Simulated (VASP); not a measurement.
# Ru12N in VASP: notebook

One slab, Ru12N, is run at these levels: RPBE; tasks: relaxation of the atoms, single point.

Everything below comes from runs of VASP 6.6.1. Logs are shortened: lines on timing, memory, paths and dates and some standing lists are left out, and cuts for length are marked.

### 1 The slab as given

The cell holds a slab with vacuum, 13 atoms: a = 5.462 Å, b = 5.462 Å, c = 23.320 Å, α = 90.00°, β = 90.00°, γ = 120.00°.

### 2 Relaxation of the atoms, RPBE

File INCAR:

```
  PREC = Normal
  ENCUT = 450
  EDIFF = 1E-6
  ISMEAR = 1
  SIGMA = 0.1
  LREAL = Auto
  LASPH = True
  NELM = 80
  ALGO = Normal
  ISIF = 2
  LWAVE = False
  LCHARG = False
  LDIPOL = True
  IDIPOL = 3
  DIPOL = 0.5 0.5 0.470
  GGA = RP
  IBRION = 2
  NSW = 90
  EDIFFG = -0.03
  KPAR = 4
```

File KPOINTS:

```
regular mesh
0
Gamma
  6 6 1
```

File POSCAR:

```
Ru12N
1.0
    5.4624007200      0.0000000000      0.0000000000
   -2.7311996400      4.7305773700      0.0000000000
    0.0000000000      0.0000000000     23.3200290000
Ru N
12 1
Selective dynamics
Direct
    0.1666665000      0.3333330000      0.3644935400  F F F
    0.1666665000      0.8333330000      0.3644935400  F F F
    0.6666665000      0.3333330000      0.3644935400  F F F
    0.6666665000      0.8333330000      0.3644935400  F F F
    0.3333335000      0.1666670000      0.4571184100  T T T
    0.3333335000      0.6666670000      0.4571184100  T T T
    0.8333335000      0.1666670000      0.4571184100  T T T
    0.8333335000      0.6666670000      0.4571184100  T T T
    0.1666665000      0.3333330000      0.5497432700  T T T
    0.1666665000      0.8333330000      0.5497432700  T T T
    0.6666665000      0.3333330000      0.5497432700  T T T
    0.6666665000      0.8333330000      0.5497432700  T T T
    0.9166665000      0.8333330000      0.6226419800  T T T
```

Potentials or basis: VASP PAW PBE potentials, release 64 (Ru_pv, N).

Command:

```
> cat potpaw_PBE.64/Ru_pv/POTCAR potpaw_PBE.64/N/POTCAR > POTCAR
> mpirun -np 4 vasp_std > vasp.out
```

OUTCAR:

```text
PREC = Normal
   ENCUT = 450
   EDIFF = 1E-6
   ISMEAR = 1
   LREAL = Auto
   LASPH = True
   NELM = 80
   ISIF = 2
   GGA = RP
   IBRION = 2
   NSW = 90
   EDIFFG = -0.03

 ion  position               nearest neighbor table
   1  0.167  0.333  0.364-   5 2.67   7 2.67   6 2.67   2 2.73   2 2.73   4 2.73   4 2.73   3 2.73
                             3 2.73
   2  0.167  0.833  0.364-   6 2.67   8 2.67   5 2.67   1 2.73   1 2.73   3 2.73   3 2.73   4 2.73
                             4 2.73
   3  0.667  0.333  0.364-   7 2.67   5 2.67   8 2.67   4 2.73   4 2.73   2 2.73   2 2.73   1 2.73
                             1 2.73
   4  0.667  0.833  0.364-   8 2.67   6 2.67   7 2.67   3 2.73   3 2.73   1 2.73   1 2.73   2 2.73
                             2 2.73
   5  0.333  0.167  0.457-   9 2.67  11 2.67   1 2.67   3 2.67  10 2.67   2 2.67   6 2.73   6 2.73
                             8 2.73   8 2.73   7 2.73   7 2.73
   6  0.333  0.667  0.457-  10 2.67  12 2.67   2 2.67   4 2.67   9 2.67   1 2.67   5 2.73   5 2.73
                             7 2.73   7 2.73   8 2.73   8 2.73
   7  0.833  0.167  0.457-  11 2.67   9 2.67   3 2.67   1 2.67  12 2.67   4 2.67   8 2.73   8 2.73
                             6 2.73   6 2.73   5 2.73   5 2.73
   8  0.833  0.667  0.457-  12 2.67  10 2.67   4 2.67   2 2.67  11 2.67   3 2.67   7 2.73   7 2.73
                             5 2.73   5 2.73   6 2.73   6 2.73
   9  0.167  0.333  0.550-   5 2.67   7 2.67   6 2.67  10 2.73  10 2.73  12 2.73  12 2.73  11 2.73
                            11 2.73
  10  0.167  0.833  0.550-  13 2.18   6 2.67   8 2.67   5 2.67   9 2.73   9 2.73  11 2.73  11 2.73
                            12 2.73  12 2.73
  11  0.667  0.333  0.550-   7 2.67   5 2.67   8 2.67  12 2.73  12 2.73  10 2.73  10 2.73   9 2.73
                             9 2.73
  12  0.667  0.833  0.550-  13 2.18   8 2.67   6 2.67   7 2.67  11 2.73  11 2.73   9 2.73   9 2.73
                            10 2.73  10 2.73
  13  0.917  0.833  0.623-  10 2.18  12 2.18

  LATTYP: Found a hexagonal cell.
 ALAT       =     5.4624007200
 C/A-ratio  =     4.2691904522

  Lattice vectors:

 A1 = (   5.4624007200,   0.0000000000,   0.0000000000)
 A2 = (  -2.7311996400,   4.7305773700,   0.0000000000)
 A3 = (   0.0000000000,   0.0000000000,  23.3200290000)

Analysis of symmetry for initial positions (statically):
=====================================================================
 Subroutine PRICEL returns:
 Original cell was already a primitive cell.

 Routine SETGRP: Setting up the symmetry group for a
 hexagonal supercell.

 Subroutine GETGRP returns: Found  2 space group operations
 (whereof  2 operations were pure point group operations)
 out of a pool of 24 trial point group operations.

The static configuration has the point symmetry C_1h.

Analysis of symmetry for dynamics (positions and initial velocities):
=====================================================================
 Subroutine PRICEL returns:
 Original cell was already a primitive cell.

 Routine SETGRP: Setting up the symmetry group for a
 hexagonal supercell.

 Subroutine GETGRP returns: Found  2 space group operations
 (whereof  2 operations were pure point group operations)
 out of a pool of 24 trial point group operations.

The dynamic configuration has the point symmetry C_1h.

Analysis of constrained symmetry for selective dynamics:
=====================================================================
 Subroutine PRICEL returns:
 Original cell was already a primitive cell.

 Routine SETGRP: Setting up the symmetry group for a
 hexagonal supercell.

 Subroutine GETGRP returns: Found  2 space group operations
 (whereof  2 operations were pure point group operations)
 out of a pool of 24 trial point group operations.

The constrained configuration has the point symmetry C_1h.

 Subroutine INISYM returns: Found  2 space group operations
 (whereof  2 operations are pure point group operations),
 and found     1 'primitive' translations

----------------------------------------------------------------------------------------
[... 91 lines left out ...]
   NGX,Y,Z   is equivalent  to a cutoff of   8.52,  8.52,  8.98 a.u.
   NGXF,Y,Z  is equivalent  to a cutoff of  17.04, 17.04, 17.96 a.u.
 SYSTEM =  unknown system
   PREC   = normal    normal or accurate (medium, high low for compatibility)
   ISTART =      0    job   : 0-new  1-cont  2-samecut
   ICHARG =      2    charge: 1-file 2-atom 10-const
   ISPIN  =      1    spin polarized calculation?
   LNONCOLLINEAR =      F non collinear calculations
   LSORBIT =      F    spin-orbit coupling
   LASPH  =      T    aspherical Exc in radial PAW
   ENCUT  =  450.0 eV  33.07 Ry    5.75 a.u.   9.45  9.45 40.34*2*pi/ulx,y,z
   NELM   =     80;   NELMIN=  2; NELMDL= -5     # of ELM steps
   EDIFF  = 0.1E-05   stopping-criterion for ELM
   LREAL  =      T    real-space projection
   EDIFFG = -.3E-01   stopping-criterion for IOM
   NSW    =     90    number of steps for IOM
   IBRION =      2    ionic relax: 0-MD 1-quasi-New 2-CG
   NFREE  =      1    steps in history (QN), initial steepest desc. (CG)
   ISIF   =      2    stress and relaxation
   ISYM   =      2    0-nonsym 1-usesym 2-fastsym
   POTIM  = 0.5000    time-step for ionic-motion
   TEBEG  =    0.0;   TEEND  =   0.0 temperature during run
   PSTRESS=    0.0 pullay stress
   NELECT =     173.0000    total number of electrons
   NUPDOWN=      -1.0000    fix difference up-down
   EMIN   =  10.00;   EMAX   =-10.00  energy-range for DOS
   EFERMI =   0.00;   METHOD = LEGACY
   ISMEAR =     1;   SIGMA  =   0.10  broadening in eV -4-tet -1-fermi 0-gaus
   EFERMI_NEDOS =   21; number of points for ismear=-14 and -15
   IALGO  =     38    algorithm
   IMIX   =      4    mixing-type and parameters
     AMIX     =   0.40;   BMIX     =  1.00
     AMIX_MAG =   1.60;   BMIX_MAG =  1.00
  volume/ion in A,a.u.               =      46.35       312.81
  Fermi-wavevector in a.u.,A,eV,Ry     =   1.079977  2.040861 15.869166  1.166351
  Thomas-Fermi vector in A             =   2.215956
   LORBIT       =      0    0 simple, 1 ext, 2 COOP (PROOUT), +10 PAW based schemes
   GGA     = RP    functional components
   LHFCALC =     F    Hartree Fock is set to
   AEXX    =    0.0000 exact exchange contribution
   IVDW    =     0    specifies the selected vdW correction
   LEPSILON=     F    determine dielectric tensor
   LRPA    =     F    only Hartree local field effects (RPA)
 conjugate gradient relaxation of ions
 non-spin polarized calculation
 Methfessel and Paxton  Order N= 1 SIGMA  =   0.10
  energy-cutoff  :      450.00
  volume of cell :      602.60
 maximum number of plane-waves:     13123
   NGX = 19   NGY = 19   NGZ = 81

--------------------------------------- Ionic step        1  -------------------------------------------

 number of electron     172.9999950 magnetization

 Free energy of the ion-electron system (eV)
  ---------------------------------------------------
  ext. energy  EPLUGINS =         0.00000000
  ---------------------------------------------------
  free energy    TOTEN  =      -102.04297228 eV

  energy without entropy =     -102.04023587  energy(sigma->0) =     -102.04206014

------------------------ aborting loop because EDIFF is reached ----------------------------------------

  FORCE on cell =-STRESS in cart. coord.  units (eV):
  Direction    XX          YY          ZZ          XY          YZ          ZX
  --------------------------------------------------------------------------------------
  -------------------------------------------------------------------------------------
  Total      -14.3890500    -13.1010526    -20.8048576     -0.0000020      0.2031147      0.0000000
  in kB      -38.2574404    -34.8329279    -55.3157159     -0.0000053      0.5400390      0.0000001
  external PRESSURE =     -42.8020281 kB  Pullay stress =       0.0000000 kB
[... 122 lines left out ...]
  FREE ENERGIE OF THE ION-ELECTRON SYSTEM (eV)
  ---------------------------------------------------
  free  energy   TOTEN  =      -103.0868873117 eV

  energy  without entropy=     -103.0905238919  energy(sigma->0) =     -103.08809951

 E-fermi :  -0.0032     XC(G=0):  -4.8557

 val. band max:       -0.0074698853   @ k =   0.0000   0.3333   0.0000
 cond. band min:       0.0072812824   @ k =  -0.3333   0.1667   0.0000
 fundamental gap:      0.0147511677
 Fermi energy:        -0.0031949328

 k-point     1 :       0.0000    0.0000    0.0000
  band No.  band energies     occupation
      1     -43.7518      2.00000
      2     -43.7238      2.00000
      3     -43.6614      2.00000
      4     -43.6529      2.00000
      5     -43.5666      2.00000
      6     -43.4978      2.00000
[... 1302 lines left out ...]
     97       0.7441     -0.00000
     98       0.7950     -0.00000
 [bands above 98 left out]

 dipolmoment           0.000000      0.000000     -0.004425 electrons x Angstroem

[... ionic steps 4 to 42 ...]

--------------------------------------- Ionic step       43  -------------------------------------------

 number of electron     172.9999975 magnetization

------------------------ aborting loop because EDIFF is reached ----------------------------------------
[... 89 lines left out ...]
--------------------------------------- Ionic step       45  -------------------------------------------

 number of electron     172.9999979 magnetization

 dipolmoment           0.000000      0.000000      0.065983 electrons x Angstroem

 Free energy of the ion-electron system (eV)
  ---------------------------------------------------
  ext. energy  EPLUGINS =         0.00000000
  ---------------------------------------------------
  free energy    TOTEN  =      -104.22958248 eV

  energy without entropy =     -104.22884290  energy(sigma->0) =     -104.22933596

 E-fermi :   0.0870     XC(G=0):  -4.7893

 val. band max:        0.0716607832   @ k =   0.0000   0.3333   0.0000
 cond. band min:       0.0926374050   @ k =   0.5000   0.0000   0.0000
 fundamental gap:      0.0209766218
 Fermi energy:         0.0870254102

 k-point     1 :       0.0000    0.0000    0.0000
  band No.  band energies     occupation
      1     -43.7169      2.00000
      2     -43.6469      2.00000
      3     -43.6461      2.00000
      4     -43.6372      2.00000
      5     -43.5286      2.00000
      6     -43.4609      2.00000
[... 1302 lines left out ...]
     97       0.8673     -0.00000
     98       0.9543     -0.00000
 [bands above 98 left out]

------------------------ aborting loop because EDIFF is reached ----------------------------------------

 vacuum level on the upper side and lower side of the slab       (xc-potential included)         0.133        -0.317

  FORCE on cell =-STRESS in cart. coord.  units (eV):
  Direction    XX          YY          ZZ          XY          YZ          ZX
  --------------------------------------------------------------------------------------
  -------------------------------------------------------------------------------------
  Total       -6.5716140     -6.6017605     -1.1297912     -0.0000010      0.0170596      0.0000000
  in kB      -17.4725317    -17.5526849     -3.0038757     -0.0000027      0.0453580      0.0000000
  external PRESSURE =     -12.6763641 kB  Pullay stress =       0.0000000 kB
[... 28 lines left out ...]
  FREE ENERGIE OF THE ION-ELECTRON SYSTEM (eV)
  ---------------------------------------------------
  free  energy   TOTEN  =      -104.2295824827 eV

  energy  without entropy=     -104.2288429009  energy(sigma->0) =     -104.22933596

 reached required accuracy - stopping structural energy minimisation

 vacuum level on the upper side and lower side of the slab         5.183         4.719
```

Wall time 1.9 h (4 MPI ranks of Intel Xeon Platinum 8259CL at 2.50GHz (Skylake/Cascade Lake), shared host); peak memory 0.63 GiB.

Results:

```yaml
Free_energy: -104.2296 eV
Energy_gained_by_relaxing: 168.2 meV/atom
Ionic_steps: 45
Band_gap_on_the_k_mesh: none (metal or under the smearing width)
```

Step by step:
| step | energy change (eV) | largest force (eV/Å) | pressure (GPa) |
| --- | --- | --- | --- |
| 1 | 0.0000 | 4.4148 | -4.28 |
| 3 | -1.0439 | 1.1282 | -3.01 |
| 5 | -1.3584 | 0.6218 | -2.30 |
| 7 | -1.4779 | 0.7220 | -1.73 |
| 9 | -1.5880 | 1.0353 | -1.13 |
| 11 | -1.6854 | 1.1140 | -1.03 |
| 13 | -1.7750 | 1.2866 | -0.83 |
| 15 | -1.9701 | 0.7777 | -0.64 |
| 17 | -2.0736 | 0.9076 | -0.69 |
| 19 | -2.1224 | 0.5435 | -0.87 |
| 21 | -2.1391 | 0.4829 | -1.02 |
| 23 | -2.1556 | 0.4478 | -1.23 |
| 25 | -2.1641 | 0.3570 | -1.43 |
| 27 | -2.1733 | 0.3072 | -1.48 |
| 29 | -2.1767 | 0.2997 | -1.51 |
| 31 | -2.1784 | 0.2826 | -1.49 |
| 33 | -2.1810 | 0.2965 | -1.45 |
| 35 | -2.1823 | 0.3154 | -1.41 |
| 37 | -2.1839 | 0.3362 | -1.36 |
| 39 | -2.1845 | 0.3491 | -1.34 |
| 41 | -2.1860 | 0.3859 | -1.26 |
| 43 | -2.1863 | 0.3937 | -1.26 |
| 45 | -2.1866 | 0.3989 | -1.27 |

Final structure:
```xyz
13
Lattice="5.4624 0.0000 0.0000 -2.7312 4.7306 0.0000 0.0000 0.0000 23.3200" Properties=species:S:1:pos:R:3 pbc="T T T"
Ru    0.0000    1.5769    8.5000
Ru   -1.3656    3.9421    8.5000
Ru    2.7312    1.5769    8.5000
Ru    1.3656    3.9421    8.5000
Ru    1.3948    0.7707   10.6223
Ru    0.0000    3.1868   10.6228
Ru    4.0676    0.7707   10.6223
Ru    2.7312    3.1530   10.5271
Ru    0.0000    1.5755   12.6592
Ru   -1.3023    3.9786   12.7465
Ru    2.7312    1.5062   12.7460
Ru    1.3023    3.9786   12.7465
N     2.7312    3.1567   13.8062
```

Levels at points of the mesh, in eV from the Fermi level:
```csv
k point,band 83,band 84,band 85,band 86,band 87,band 88,band 89,band 90,band 91,band 92
"(0.00, 0.00, 0.00)",0.23,0.27,0.32,0.33,0.73,0.73,1.00,1.00,1.04,1.05
"(0.50, 0.00, 0.00)",-0.92,-0.75,-0.71,-0.38,-0.33,-0.28,-0.21,0.01,0.04,0.27
"(0.00, 0.50, 0.00)",-0.92,-0.75,-0.71,-0.38,-0.33,-0.28,-0.21,0.01,0.04,0.27
```

Caveat: the cutoff is under 1.25 times the usual one of these potentials, so pressure, stress and relaxed cells hold a basis-set (Pulay) error; the PAW data sets were made with another functional, which shifts forces and pressure a little.

[end of part 1 of 2]
